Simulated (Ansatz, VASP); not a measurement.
# SnTe: VASP beside Ansatz, part 2 of 2

Aim: how closely do two programs agree when they are given the same cell, functional and k mesh? The cell is taken from a series of runs on this material, whose earlier steps may have relaxed, scaled, displaced or heated it; both programs get it as it stands.

VASP 6.6.1 and Ansatz 0.2.0.

So far: The structure; VASP: zone-centre phonons, PBEsol.

**3. Ansatz: zone-centre phonons, PBEsol**

Level of this step: Ansatz beside VASP: Kohn-Sham DFT, plane waves, PBEsol (Ansatz).

Ansatz runs on its PAW soft_1 files.

The same cell, functional, mesh and smearing now go to Ansatz, which takes its cutoff from its data sets.

input.yaml reads:

```yaml
crystal:
  lattice:
    - [0.0, 3.1447830188, 3.1126897401]
    - [3.1447830188, 0.0, 3.1126897401]
    - [3.1447830188, 3.1447830188, 0.0]
  atoms:
    - { symbol: Sn, position: [0.0, 0.0, 0.0] }
    - { symbol: Te, position: [0.5, 0.5, 0.5] }
kpoints:
  mp_grid: { grid: [12, 12, 12] }
hamiltonian:
  xc: pbesol
  pseudopotentials: { kind: paw, azcp: { folder: soft_1 }, xc_functional: pbe }
scf:
  occupations: { method: gaussian, width: 0.01 }
output:
  eigenvalues: true
phonons:
  method: dfpt
```

The run is started by

```
ansatz run input.yaml --threads 4 --pin off --max-ram 10240MiB --backend cpu --events-out ev --progress --plain --runs-dir out
```

Numbers of over 12 decimals in the logs are rounded to 6 here.

The program printed:

```text
zone centre: on kpoints.mp_grid the ground state, and the responses unless they are solved on pairs of k-points, stand on 280 of the mesh's 1728 k-points, reduced under 8 symmetry operations, with k and −k counted as one. Each operation leaves every solved displacement unchanged or reverses it
Engine: ansatz 0.2.0, x86_64-unknown-linux-gnu
Pseudopotentials: kind: paw
Pseudopotential: Sn, paw, valence charge 14, recommended cutoff 420 eV (normal), soft_1/Sn.paw.azcp
Pseudopotential: Te, paw, valence charge 16, recommended cutoff 420 eV (normal), soft_1/Te.paw.azcp
Functional definition: PBEsol
  exchange = pbesol_x
  correlation = pbesol_c
Crystal: 2 atoms, lattice volume = 61.567 Å³
Basis set: ecut = 420 eV, 1243 PW (Γ), exchange–correlation on 60×60×60 points (8 copies of the dense FFT grid, shifted against one another)
Bands: 19, of which v1, the nominal top of the filled ones, is band 15 counted from 1 (14 counted from 0)
Symmetry: 16 space group operations
k-points: 280 of 1728 (irreducible under 8 space group operations)
Non-local potential: Sn, projectors of the file, l = 0: 2, l = 1: 2, l = 2: 2, l = 3: 1
Non-local potential: Te, projectors of the file, l = 0: 2, l = 1: 2, l = 2: 2, l = 3: 1
PAW form: soft (Blöchl's): semilocal exchange-correlation on the pseudo side does not see the compensation charge
PAW frozen core: Sn, regenerated for the run's functional, and the local potential with it (the file was generated under x = pbe(κ = 0.804, μ = 0.219515), c = pbe(β = 0.066725))
PAW frozen core: Te, regenerated for the run's functional, and the local potential with it (the file was generated under x = pbe(κ = 0.804, μ = 0.219515), c = pbe(β = 0.066725))
PAW one-centre angular grid: Sn, 590 points (default); XC on 64 Gauss nodes
PAW one-centre angular grid: Te, 590 points (default); XC on 64 Gauss nodes
Initial density: superposition of atomic densities (chi_scale 0.1, normalization cell, long waves kept (reshape's long-wave potential 0.00 eV rms))
Initial wavefunctions: pseudopotential atomic-orbital guess
Functional: x = pbesol(κ = 0.804, μ = 0.123457), c = pbesol(β = 0.046)
SCF iter   1: F=—  HF=-12852.009614 eV  |F-HF|=—  |Δ(HF+E_count)|=         —  Δρ=1.08e-2  dr2=6.86e-2  ethr=3.10e-3  ⟨swp⟩=7.7  Hψ=31026  notcnv=0
preconditioner: auto → none  [insulator: Δε(μ)=0.210 eV  Ē_g=8.745 eV  σ=0.010 eV  W_gap=1.00  n_scr=14 (ndim 8)  ℏωp=15.0 eV  f_vac=0.000  D(μ)=0.00/eV (n_scr^D=0)  ε∞_Penn≈3.9]
SCF iter   2: F=—  HF=-12852.004821 eV  |F-HF|=—  |Δ(HF+E_count)|=   4.79e-3  Δρ=5.39e-3  dr2=1.80e-2  ethr=2.29e-4  ⟨swp⟩=2.0  Hψ=8653  notcnv=0
SCF iter   3: F=—  HF=-12852.004934 eV  |F-HF|=—  |Δ(HF+E_count)|=   1.13e-4  Δρ=3.15e-4  dr2=2.70e-5  ethr=6.01e-5  ⟨swp⟩=3.2  Hψ=8480  notcnv=0
SCF iter   4: F=—  HF=-12852.004949 eV  |F-HF|=—  |Δ(HF+E_count)|=   1.50e-5  Δρ=7.99e-5  dr2=1.84e-6  ethr=8.99e-8  ⟨swp⟩=2.1  Hψ=10212  notcnv=0
SCF iter   5: F=—  HF=-12852.004952 eV  |F-HF|=—  |Δ(HF+E_count)|=   2.76e-6  Δρ=2.07e-5  dr2=9.65e-8  ethr=6.12e-9  ⟨swp⟩=2.0  Hψ=8120  notcnv=0
SCF iter   6: F=—  HF=-12852.004952 eV  |F-HF|=—  |Δ(HF+E_count)|=   1.70e-7  Δρ=1.84e-6  dr2=1.63e-9  ethr=3.22e-10  ⟨swp⟩=2.0  Hψ=8120  notcnv=0
SCF iter   7: F=—  HF=-12852.004952 eV  |F-HF|=—  |Δ(HF+E_count)|=  1.46e-10  Δρ=3.54e-7  dr2=4.58e-11  ethr=5.45e-12  ⟨swp⟩=3.1  Hψ=10461  notcnv=0
SCF iter   8: F=-12852.004952 eV  HF=-12852.004952 eV  |F-HF|=0.00e0  |Δ(HF+E_count)|=  4.55e-11  Δρ=6.83e-8  dr2=2.90e-12  ethr=1.00e-12  ⟨swp⟩=7.3  Hψ=27000  notcnv=0
SCF 1 converged in 8 iterations: F = -12852.004952 eV  dr2 = 2.90e-12
  greatest PAW one-centre occupation: 0.998 electrons in one spin orbital (limit 2), on the Te atom at site 1 (counted from 0), in its partial waves of l = 2
DFPT response loops at Γ: preconditioner auto → Resta (q_TF=auto, 2.420 Å⁻¹)  ε∞=17.5 (no band partly filled); β = 1.00, the filter's whole step (`scf.mixing.beta` (0.50) is not read by the response loops at its default; to damp them type it under 1.00, their step now; it binds the ground state too); Broyden in place of MSR1
SCF converged after 8 iterations
Free energy (F): -12852.004952 eV
Harris-Foulkes:  -12852.004952 eV  (|F-HF|=0.00e0)
Internal energy: -12852.004952 eV  (E = F + TS)
E sigma→0 (E₀):  -12852.004952 eV
Fermi energy:    9.828773 eV
--- Per-component energies (eV) ---
  E_band       = -349.774551
  E_kinetic    = 339.688789
  E_local      = -2659.521189  (includes V_loc(G=0)·N_el)
  E_nonlocal   = 215.605912
  E_hartree    = 1327.641457
  E_xc         = -246.572275
  E_vxc        = -182.604352  (∫ρ·V_xc dr)
  E_paw        = -8888.437814  (= ΣΔE_a)
  E_vpaw       = -718.227108  (= ΣTr[D̂ρ^β])
  E_aug_tail   = 0.000377  (compensation charges beyond the density's cutoff)
  E_ewald      = -2941.069858
  E_core_change = 0.659651  (= ΣΔE_core)
  E_smearing   = -0.000000  (= −TS)
  E_closure    = 0.000000  (closes the sum)
  Σ components = -12852.004952   (vs F -12852.004952, Δ=0.00e0)
--- Band table (eV; the first three rows and the last of 280) ---
  k-point 0: bands = [... 11 lower, 5.1411, 7.5433, 7.6578, 7.6578, 13.0791, 13.0791, 13.3360, 14.4827]
  k-point 1: bands = [... 11 lower, 4.7688, 7.5880, 7.6645, 7.8985, 12.7342, 12.7400, 12.9763, 14.4342]
  k-point 2: bands = [... 11 lower, 3.9692, 7.6342, 7.6892, 8.3986, 12.0284, 12.0433, 12.2496, 14.4686]
  k-point 279: bands = [... 11 lower, 3.2490, 4.0693, 5.9550, 5.9550, 11.8196, 14.7587, 14.7587, 16.3897]
--- Phonons (Γ-DFPT): 4 representative perturbations + reference, on 280 of 1728 k-points (Σ response iterations 12) ---
  k mesh reduced under 8 symmetry operations, with k and −k counted as one. Each operation leaves every solved displacement unchanged or reverses it
  ASR residual: 5.527e-5 → 0.000e0 eV/Å²; symmetrization residual: 6.714e-6 eV/Å²
  ASR residual per site (eV/Å²): 5.53e-5 2.45e-5
  Γ frequencies (cm⁻¹): 0.00 0.00 0.00 30.44 30.44 44.08
  non-analytic LO–TO correction: not included (Born effective charges unavailable; polar crystals: no LO–TO splitting at Γ)
```

**4. Comparison**

Known differences besides the potentials themselves: the data sets hold 30 valence electrons in Ansatz (on its PAW soft_1 files) and 20 in VASP; the cutoff is 420 eV in Ansatz and 500 eV in VASP; Ansatz makes its cores anew for this functional, VASP keeps those of its PBE data sets. Total energies have different zeros and are not compared.

Both answers:

| quantity | Ansatz | VASP | difference |
| --- | --- | --- | --- |
| optical mode 1 to 2 (cm⁻¹) | 30.4 | 33.7 | -3.3 |
| optical mode 3 (cm⁻¹) | 44.1 | 46.8 | -2.8 |

Modes are paired by rising frequency, not by their patterns, so a pair may set unlike modes beside each other; they are those without the splitting of longitudinal modes.

**5. What came out**

| Item | Value |
| --- | --- |
| r.m.s. difference of the optical zone-centre modes, each program's sorted by frequency (zone-centre phonons, PBEsol) | 3.1 cm⁻¹ |

What this shows: The r.m.s. difference of the optical zone-centre modes, each program's sorted by frequency is 3.1 cm⁻¹ (zone-centre phonons, PBEsol). The data sets hold unlike numbers of valence electrons (30 in Ansatz and 20 in VASP), so part of the differences comes from the potentials. Such differences can come from data sets, numerical settings and the points named under the comparisons, not from the functional's error against experiment.

[Lines on the potential files, build, host, timing and source positions are cut from VASP's logs without a mark.]

[Logs are printed without paths, hosts, clocks, repeated set-up lines and the standing remarks that a program may print on its own settings, such as how far it seeks lower states.]

[Hosts, paths, dates, database ids (printed as entryN), source tags and the programs' standing remarks are cut or masked in the printed files.]
